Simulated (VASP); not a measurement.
Here is the system:

```xyz
4
Lattice="1.2152 -2.1048 0.0000 1.2152 2.1048 0.0000 0.0000 0.0000 7.0459" Properties=species:S:1:pos:R:3 pbc="T T T"
C      0.0000     0.0000     1.7615
C      0.0000     0.0000     5.2845
C      1.2152     0.7016     1.7615
C      1.2152    -0.7016     5.2845
```

The numbers are results of MS2 meta-GGA, VASP's PBE PAW potentials (set 64) (plane waves; VASP), not measurements. Settings: 520 eV cut-off, 10×10×3 Γ-centred mesh, Gaussian smearing of 0.050 eV, potentials C.

Task: The ions and cell shape at fixed volume are relaxed. What does this cell relax into?

Result: 
```xyz
4
Lattice="1.2269 -2.1250 0.0000 1.2269 2.1250 0.0000 0.0000 0.0000 6.9126" Properties=species:S:1:pos:R:3 pbc="T T T"
C      0.0000     0.0000     1.7282
C      0.0000     0.0000     5.1845
C      1.2269     0.7083     1.7282
C      1.2269    -0.7083     5.1845
```
Space group P6_3/mmc (194), at a tolerance of 0.03 Å.

Task: How much energy does the relaxation gain?

Result: The energy (σ→0) changes by -6.9 meV/atom, in 3 ionic steps.

The compound is C in the graphite structure. This cell is one point of a volume scan, at 0.97 of the reference volume. Symmetry was kept, so distortions that lower it aren't found.
